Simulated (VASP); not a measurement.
Level of theory: PBEsol GGA, VASP's PBE PAW potentials (set 64) (plane waves; VASP 6.6.1).

VASP input:

### POSCAR
```
Be3HgTe4
8.2907280
 -0.0027028195   0.7042873665   0.7099098569
  0.7042873665  -0.0027028195   0.7099098569
  0.3507922735   0.3507922735   0.0000000000
Hg Te Be
1 4 3
Cartesian
  0.7015845469   0.7015845469   1.4140770058
  0.1753961367   0.1753961367   0.2102142336
  0.5132998145   0.1882847325   0.5183892098
  0.1882847325   0.5132998145   0.5183892098
  0.5261884101   0.5261884101   0.8870881237
  0.7009363905   1.0530249768   1.0656741533
  1.0530249768   0.7009363905   1.0656741533
  0.3507922735   0.3507922735   0.7096826227
```

INCAR:
```
LORBIT = 11   # lm-projected
NELM = 100
SYSTEM = Be3HgTe4
ALGO = Normal
ENCUT = 400   # plane-wave cut-off (eV)
LWAVE = .FALSE.
ISMEAR = 0   # Gaussian
LREAL = .FALSE.
SIGMA = 0.05   # width (eV)
GGA = PS   # PBEsol
LASPH = .TRUE.   # aspherical one-centre terms
LCHARG = .FALSE.
EDIFF = 1E-7
ICHARG = 11   # fixed density
LMAXMIX = 6   # l cut-off of mixed one-centre charges
PREC = Accurate
```

File KPOINTS:
```
k-points along high-symmetry lines
8
Line-mode
Reciprocal
  0.000000   0.000000   0.000000 ! GAMMA
 -0.500000  -0.500000   0.000000 ! Y

 -0.500000  -0.500000   0.000000 ! Y
 -0.625000  -0.375000   0.000000 ! C_0

 -0.375000   0.375000   0.000000 ! SIGMA_0
  0.000000   0.000000   0.000000 ! GAMMA

  0.000000   0.000000   0.000000 ! GAMMA
  0.500000   0.500000   0.500000 ! Z

  0.500000   0.500000   0.500000 ! Z
  0.125000   0.875000   0.500000 ! A_0

 -0.125000   0.125000   0.500000 ! E_0
  0.000000   0.000000   0.500000 ! T

  0.000000   0.000000   0.500000 ! T
 -0.500000  -0.500000   0.000000 ! Y

  0.000000   0.000000   0.000000 ! GAMMA
 -0.500000   0.000000   0.000000 ! S

 -0.500000   0.000000   0.000000 ! S
  0.000000   0.500000   0.500000 ! R

  0.000000   0.500000   0.500000 ! R
  0.500000   0.500000   0.500000 ! Z

  0.500000   0.500000   0.500000 ! Z
  0.000000   0.000000   0.500000 ! T
```

POTCAR, in this order: Hg Te Be (PBE.64 set). Program: vasp_std. Read from the step before: CHGCAR.

The run wrote:

OUTCAR:
```
 ion  position               nearest neighbor table
   1  0.996  0.996  0.008-   3 2.72   4 2.72   2 2.73   2 2.73
   2  0.148  0.148  0.204-   6 2.41   7 2.41   1 2.73   1 2.73
   3  0.135  0.595  0.270-   6 2.47   6 2.47   8 2.48   1 2.72
   4  0.595  0.135  0.270-   7 2.47   7 2.47   8 2.48   1 2.72
   5  0.625  0.625  0.250-   8 2.53   8 2.53   7 2.54   6 2.54
   6  1.000  0.502  0.999-   2 2.41   3 2.47   3 2.47   5 2.54
   7  0.502  1.000  0.999-   2 2.41   4 2.47   4 2.47   5 2.54
   8  0.500  0.500  0.000-   3 2.48   4 2.48   5 2.53   5 2.53
  LATTYP: Found a base centered orthorhombic cell.
 ALAT       =     8.2893609373
 B/A-ratio  =     1.4200538673
 C/A-ratio  =     0.4961770056
 Subroutine PRICEL returns:
 Original cell was already a primitive cell.
 Subroutine GETGRP returns: Found  4 space group operations
The static configuration has the point symmetry C_2v.
The dynamic configuration has the point symmetry C_2v.
 Subroutine INISYM returns: Found  4 space group operations
   k-points           NKPTS =     88   k-points in BZ     NKDIM =     88   number of bands    NBANDS=     26
   number of dos      NEDOS =    301   number of ions     NIONS =      8
   total plane-waves  NPLWV =  81648
   dimension x,y,z NGX =    54 NGY =   54 NGZ =   28
   dimension x,y,z NGXF=   108 NGYF=  108 NGZF=   56
   ions per type =               1   4   3
   PREC   = accura    normal or accurate (medium, high low for compatibility)
   ISTART =      0    job   : 0-new  1-cont  2-samecut
   ICHARG =     11    charge: 1-file 2-atom 10-const
   ISPIN  =      1    spin polarized calculation?
   LNONCOLLINEAR =      F non collinear calculations
   LSORBIT =      F    spin-orbit coupling
   INIWAV =      1    electr: 0-lowe 1-rand  2-diag
   ENCUT  =  400.0 eV  29.40 Ry    5.42 a.u.  13.52 13.52  6.71*2*pi/ulx,y,z
   NELM   =    100;   NELMIN=  2; NELMDL= -5     # of ELM steps
   EDIFF  = 0.1E-06   stopping-criterion for ELM
   LREAL  =      F    real-space projection
   NLSPLINE    = F    spline interpolate recip. space projectors
   LMAXMIX     =    6 max onsite mixed and CHGCAR
   VOSKOWN=      0    Vosko Wilk Nusair interpolation
   EDIFFG = 0.1E-05   stopping-criterion for IOM
   NSW    =      0    number of steps for IOM
   NBLOCK =      1;   KBLOCK =      1    inner block; outer block
   IBRION =     -1    ionic relax: 0-MD 1-quasi-New 2-CG
   NFREE  =      0    steps in history (QN), initial steepest desc. (CG)
   ISIF   =      2    stress and relaxation
   ISYM   =      2    0-nonsym 1-usesym 2-fastsym
   TEIN   =    0.0    initial temperature
   TEBEG  =    0.0;   TEEND  =   0.0 temperature during run
   SMASS  =  -3.00    Nose mass-parameter (am)
   PSTRESS=    0.0 pullay stress
   NELECT =      42.0000    total number of electrons
   EFERMI =   0.00;   METHOD = LEGACY
   ISMEAR =     0;   SIGMA  =   0.05  broadening in eV -4-tet -1-fermi 0-gaus
   IALGO  =     38    algorithm
   LDIAG  =      T    sub-space diagonalisation (order eigenvalues)
   IMIX   =      4    mixing-type and parameters
     AMIX     =   0.40;   BMIX     =  1.00
     AMIX_MAG =   1.60;   BMIX_MAG =  1.00
     AMIN     =   0.10
   GGA     = PS    functional components
   VOSKOWN =     0    Vosko Wilk Nusair interpolation
   LHFCALC =     F    Hartree Fock is set to
   LHFONE  =     F    Hartree Fock one center treatment
   AEXX    =    0.0000 exact exchange contribution
   IVDW    =     0    specifies the selected vdW correction
   LEPSILON=     F    determine dielectric tensor
   LRPA    =     F    only Hartree local field effects (RPA)
  energy-cutoff  :      400.00
  volume of cell :      200.67
      direct lattice vectors                 reciprocal lattice vectors
    -0.022408341  5.839054989  5.885669528    -0.085302931  0.085302931  0.084952102
     5.839054989 -0.022408341  5.885669528     0.085302931 -0.085302931  0.084952102
     2.908323324  2.908323324  0.000000000     0.171920362  0.171920362 -0.169904205
 k-point     1 :   0.0000 0.0000 0.0000  plane waves:    3659
 k-point     2 :  -0.0714-0.0714 0.0000  plane waves:    3647
...
```

OSZICAR:
```
       N       E                     dE             d eps       ncg     rms          rms(c)
DAV:   1     0.188163875965E+03    0.18816E+03   -0.14666E+04  4576   0.109E+03
DAV:   2    -0.134494076132E+02   -0.20161E+03   -0.19713E+03  5510   0.226E+02
DAV:   3    -0.270198148605E+02   -0.13570E+02   -0.13373E+02  5902   0.634E+01
DAV:   4    -0.272809130434E+02   -0.26110E+00   -0.26071E+00  6318   0.859E+00
DAV:   5    -0.272842134128E+02   -0.33004E-02   -0.32980E-02  5996   0.102E+00
DAV:   6    -0.272843120496E+02   -0.98637E-04   -0.98624E-04  6428   0.151E-01
DAV:   7    -0.272843149238E+02   -0.28742E-05   -0.28745E-05  5944   0.236E-02
DAV:   8    -0.272843150617E+02   -0.13789E-06   -0.13788E-06  5168   0.460E-03
DAV:   9    -0.272843150689E+02   -0.71614E-08   -0.72096E-08  4642   0.113E-03
   1 F= -.27284315E+02 E0= -.27284315E+02  d E =-.237939E-13
```

OUTCAR:
```
 val. band max:        4.8296589089   @ k =   0.0000   0.0000   0.0000

 cond. band min:       5.4386478817   @ k =   0.0000   0.0000   0.5000



 k-point     1 :       0.0000    0.0000    0.0000
  band No.  band energies     occupation
      1      -7.8937      2.00000
      2      -6.7913      2.00000
      3      -6.7004      2.00000
      4      -6.3301      2.00000
      5      -2.6036      2.00000
      6      -2.4854      2.00000
      7      -2.4088      2.00000
      8      -2.3146      2.00000
      9      -2.2269      2.00000
     10      -1.5865      2.00000
     11      -0.9381      2.00000
     12      -0.6618      2.00000
     13       1.7060      2.00000
     14       1.7282      2.00000
     15       2.8791      2.00000
     16       3.0676      2.00000
     17       3.1447      2.00000
     18       3.3650      2.00000
     19       4.3086      2.00000
     20       4.4394      2.00000
     21       4.8297      2.00000
     22       5.6793      0.00000
     23       6.5271      0.00000
     24       6.8529      0.00000
     25       7.0007      0.00000
     26       7.0546      0.00000

 k-point     2 :      -0.0714   -0.0714    0.0000
  band No.  band energies     occupation
      1      -7.8805      2.00000
      2      -6.7924      2.00000
      3      -6.7056      2.00000
      4      -6.3525      2.00000
      5      -2.6041      2.00000
      6      -2.4983      2.00000
      7      -2.4205      2.00000
      8      -2.3279      2.00000
      9      -2.2270      2.00000
     10      -1.5317      2.00000
     11      -0.8983      2.00000
     12      -0.6107      2.00000
     13       1.7253      2.00000
     14       1.7482      2.00000
     15       2.8780      2.00000
     16       2.9674      2.00000
     17       3.0611      2.00000
     18       3.3494      2.00000
     19       4.1539      2.00000
     20       4.3971      2.00000
     21       4.7826      2.00000
     22       5.7846      0.00000
     23       6.5616      0.00000
...
```

The density is held fixed in this step, so its total energy and stress have no physical meaning. Unless said otherwise, spin-orbit coupling is left out, though it shifts the bands of the heavy elements here.

The structure was generated: Be3HgTe4 was put into an ordered model structure (Amm2), which need not be its known phase. It was relaxed first.
